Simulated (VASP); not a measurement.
# SbP (P-6m2) in VASP: relaxation of the atoms with r2SCAN

Aim: the relaxation of the atoms of SbP with r2SCAN.

All numbers are computed with VASP 6.6.1; they aren't measurements. Logs are shortened: lines on timing, memory, paths and dates and some standing lists are left out, and cuts for length are marked.

## Step 1: The undisturbed crystal

Symmetry: P-6m2, No. 187, hexagonal system. Conventional cell: a = 3.632 Å, b = 3.632 Å, c = 5.659 Å, α = 90.00°, β = 90.00°, γ = 120.00°. Sb (site symmetry -6m2) is surrounded by 6 P at 3.52 Å and 6 Sb at 3.63 Å. P (site symmetry -6m2) is surrounded by 6 Sb at 3.52 Å and 6 P at 3.63 Å.

The cell was built by a generator and needn't be a form met in nature.

## Step 2: Relaxation of the atoms, r2SCAN (atoms moved at random, drawn with an rms of 0.1 Å)

run.py reads:

```python
from ase.calculators.vasp import Vasp
from ase.io import read

atoms = read('POSCAR')
calc = Vasp(
    directory='calc',
    xc='r2scan',
    pp='PBE',
    setups='recommended',
    prec='Accurate',
    encut=520,
    ediff=1e-07,
    ismear=0,
    sigma=0.05,
    lreal=False,
    lasph=True,
    nelm=100,
    algo='Normal',
    isif=2,
    lwave=False,
    lcharg=False,
    lmixtau=True,
    ibrion=2,
    nsw=60,
    ediffg=-0.01,
    kpts=[6, 6, 4],
    gamma=True,
)
atoms.calc = calc

print('energy (eV):', atoms.get_potential_energy())
print('free energy (eV):', atoms.get_potential_energy(force_consistent=True))
print('forces (eV/A):')
print(atoms.get_forces())
print('stress (eV/A^3, Voigt):', atoms.get_stress())
print('Fermi level (eV):', calc.get_fermi_level())
print('cell (A, degrees):', atoms.cell.cellpar())
print('volume (A^3):', atoms.get_volume())
print('scaled positions:')
print(atoms.get_scaled_positions())
```

POSCAR reads:

```
SbP
1.0
    3.6321932900      0.0000000000      0.0000000000
   -1.8160966500      3.1455716600      0.0000000000
    0.0000000000      0.0000000000      5.6588832400
Sb P
1 1
Direct
    0.3476990000      0.6658830000      0.4941020000
    0.0150760000     -0.0112630000      0.0082060000
```

Potentials or basis: VASP PAW PBE potentials, release 64 (Sb, P).

Launch:

```
$ python run.py
```

What it wrote:

```text
energy (eV): -34.35762657
free energy (eV): -34.35762657
forces (eV/A):
[[-0.00158933  0.0007262   0.0004557 ]
 [ 0.00158933 -0.0007262  -0.0004557 ]]
stress (eV/A^3, Voigt): [-1.85941188e-02 -1.86081095e-02  3.32291297e-03 -1.64650948e-05
  3.53401487e-05 -1.23523211e-05]
Fermi level (eV): 3.52772083
cell (A, degrees): [  3.63219329   3.63219329   5.65888324  90.          90.
 120.00000007]
volume (A^3): 64.65457606079126
scaled positions:
[[0.34807407 0.66062927 0.37908877]
 [0.01470093 0.99399073 0.12321923]]
```

OUTCAR:

```text
ENCUT = 520.000000
   EDIFF = 1.00e-07
   EDIFFG = -1.00e-02
   METAGGA = R2SCAN
   PREC = Accurate
   IBRION = 2
   ISIF = 2
   ISMEAR = 0
   NELM = 100
   NSW = 60
   LASPH = .TRUE.
   LREAL = .FALSE.

 ion  position               nearest neighbor table
   1  0.348  0.666  0.494-
   2  0.015  0.989  0.008-

  LATTYP: Found a hexagonal cell.
 ALAT       =     3.6321932900
 C/A-ratio  =     1.5579796526

  Lattice vectors:

 A1 = (   3.6321932900,   0.0000000000,   0.0000000000)
 A2 = (  -1.8160966500,   3.1455716600,   0.0000000000)
 A3 = (   0.0000000000,   0.0000000000,   5.6588832400)

Analysis of symmetry for initial positions (statically):
=====================================================================
 Subroutine PRICEL returns:
 Original cell was already a primitive cell.

 Routine SETGRP: Setting up the symmetry group for a
 hexagonal supercell.

 Subroutine GETGRP returns: Found  1 space group operations
 (whereof  1 operations were pure point group operations)
 out of a pool of 24 trial point group operations.

The static configuration has the point symmetry C_1 .

Analysis of symmetry for dynamics (positions and initial velocities):
=====================================================================
 Subroutine PRICEL returns:
 Original cell was already a primitive cell.

 Routine SETGRP: Setting up the symmetry group for a
 hexagonal supercell.

 Subroutine GETGRP returns: Found  1 space group operations
 (whereof  1 operations were pure point group operations)
 out of a pool of 24 trial point group operations.

The dynamic configuration has the point symmetry C_1 .

[... 155 lines left out ...]
  -------------------------------------------------------------------------------------
  Total       -5.1790150     -5.1052036     -5.0630915      0.0270620      0.0114548     -0.0095950
  in kB     -128.3389495   -126.5098626   -125.4663004      0.6706130      0.2838554     -0.2377691
  external PRESSURE =    -126.7717041 kB  Pullay stress =       0.0000000 kB
[... 89 lines left out ...]
  FREE ENERGIE OF THE ION-ELECTRON SYSTEM (eV)
  ---------------------------------------------------
  free  energy   TOTEN  =       -31.7916564930 eV

  energy  without entropy=      -31.7873525961  energy(sigma->0) =      -31.78950454

[... ionic steps 4 to 20 ...]

--------------------------------------- Ionic step       21  -------------------------------------------

 number of electron      10.0000000 magnetization

------------------------ aborting loop because EDIFF is reached ----------------------------------------
[... 67 lines left out ...]
--------------------------------------- Ionic step       23  -------------------------------------------

 number of electron      10.0000000 magnetization

 Free energy of the ion-electron system (eV)
  ---------------------------------------------------
  ext. energy  EPLUGINS =         0.00000000
  ---------------------------------------------------
  free energy    TOTEN  =       -34.35762657 eV

  energy without entropy =      -34.35762657  energy(sigma->0) =      -34.35762657

 E-fermi :   3.5277     XC(G=0):  -8.5164

 val. band max:        3.2508655462   @ k =  -0.1667   0.1667   0.5000
 cond. band min:       4.6612485705   @ k =   0.3333   0.3333   0.5000
 fundamental gap:      1.4103830243
 Fermi energy:         3.5277208309

 k-point     1 :       0.0000    0.0000    0.0000
  band No.  band energies     occupation
      1     -10.2738      2.00000
      2      -3.3498      2.00000
      3       1.6599      2.00000
      4       3.0915      2.00000
      5       3.0927      2.00000
      6       6.4449      0.00000
      7       7.1411      0.00000
      8       7.1425      0.00000
      9      11.6837      0.00000
[... 265 lines left out ...]
 k-point    24 :      -0.1667    0.1667    0.2500
  band No.  band energies     occupation
      1      -9.8556      2.00000
      2      -3.4328      2.00000
      3       0.9197      2.00000
      4       2.4391      2.00000
      5       2.5863      2.00000
      6       5.8139      0.00000
      7       7.7535      0.00000
      8       8.2214      0.00000
      9       9.9080      0.00000

 [... further k-points ...]

------------------------ aborting loop because EDIFF is reached ----------------------------------------

  FORCE on cell =-STRESS in cart. coord.  units (eV):
  Direction    XX          YY          ZZ          XY          YZ          ZX
  --------------------------------------------------------------------------------------
  -------------------------------------------------------------------------------------
  Total        1.2021943      1.2030989     -0.2148414      0.0007988      0.0010646     -0.0022849
  in kB       29.7910624     29.8134779     -5.3238935      0.0197940      0.0263803     -0.0566212
  external PRESSURE =      18.0935490 kB  Pullay stress =       0.0000000 kB
[... 17 lines left out ...]
  FREE ENERGIE OF THE ION-ELECTRON SYSTEM (eV)
  ---------------------------------------------------
  free  energy   TOTEN  =       -34.3576265732 eV

  energy  without entropy=      -34.3576265732  energy(sigma->0) =      -34.35762657

 reached required accuracy - stopping structural energy minimisation
```

INCAR:

```text
ENCUT = 520.000000
SIGMA = 0.050000
EDIFF = 1.00e-07
EDIFFG = -1.00e-02
ALGO = Normal
METAGGA = R2SCAN
PREC = Accurate
IBRION = 2
ISIF = 2
ISMEAR = 0
NELM = 100
NSW = 60
LASPH = .TRUE.
LCHARG = .FALSE.
LWAVE = .FALSE.
LMIXTAU = .TRUE.
LREAL = .FALSE.
```

It took 47 min on 1 thread of Intel Xeon Platinum 8375C at 2.90GHz (Ice Lake), shared host; peak memory 0.21 GiB.

What came out:

* Free energy: -34.3576 eV
* Energy gained by relaxing: 1310.6 meV/atom
* Ionic steps: 23
* Pressure after relaxing: 1.8 GPa
* Band gap on the k mesh: 1.41 eV, indirect (least direct gap 2.26 eV)

The path:
```tsv
step	energy change (eV)	largest force (eV/Å)	pressure (GPa)
1	0.0000	0.2795	-12.68
2	-0.0089	0.3802	-12.64
3	-0.0553	0.7907	-12.50
4	-0.2289	1.3712	-12.16
5	-0.8848	2.8292	-10.15
6	-2.4516	1.5269	0.65
7	-2.4183	2.1035	3.63
8	-2.4568	1.5555	1.38
9	-2.4589	1.5728	1.62
10	-2.4602	1.6127	1.97
11	-2.4635	1.5959	1.97
12	-2.4732	1.5461	1.96
13	-2.4918	1.4462	1.95
14	-2.5251	1.2472	1.95
15	-2.5760	0.8582	2.05
16	-2.6120	0.4596	2.56
17	-2.6125	0.4373	2.49
18	-2.6164	0.3176	2.27
19	-2.6209	0.0969	1.63
20	-2.6209	0.0871	1.68
21	-2.6211	0.0553	1.73
22	-2.6213	0.0111	1.79
23	-2.6213	0.0018	1.81
```

Final structure:
```
Sb P
1.0
     3.63219    0.00000    0.00000
    -1.81610    3.14557    0.00000
     0.00000    0.00000    5.65888
Sb P
1 1
Direct
  0.34807 0.66063 0.37909
  0.01470 0.99399 0.12322
```

Caveat: the PAW data sets were made with another functional, which shifts forces and pressure a little; spin-orbit coupling is left out, which moves the levels of the heavy elements. A k mesh can miss the band edges.
